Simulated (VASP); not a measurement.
Input of a VASP 6.6.1 run:

INCAR

```
PREC = Accurate ; ENCUT = 520
EDIFF = 1E-6 ; ISMEAR = 0
SIGMA = 0.1 ; LREAL = False
LASPH = True ; NELM = 100
ALGO = Normal ; ISIF = 2
LWAVE = False ; LCHARG = True
METAGGA = R2SCAN ; LMIXTAU = True
LELF = True ; LVHAR = True
```

The input KPOINTS:

```
regular mesh
0
Gamma
  12 12 12
```

Contents of POSCAR:

```
Sr
1.0
    0.0000000000      2.9608200000      2.9608200000
    2.9608200000      0.0000000000      2.9608200000
    2.9608200000      2.9608200000      0.0000000000
Sr
1
Direct
    0.0000000000      0.0000000000      0.0000000000
```

Potentials or basis: VASP PAW PBE potentials, release 64 (Sr_sv).

Command:

```bash
$ cat potpaw_PBE.64/Sr_sv/POTCAR > POTCAR
$ mpirun -np 1 vasp_std > vasp.out
```

(1) Predict the band gap on the k mesh.

(2) What does it give for the pressure?

Results:

(1) none (metal or under the smearing width).

(2) 1.2 GPa.

Caveat: the PAW data sets were made with another functional, which shifts forces and pressure a little.
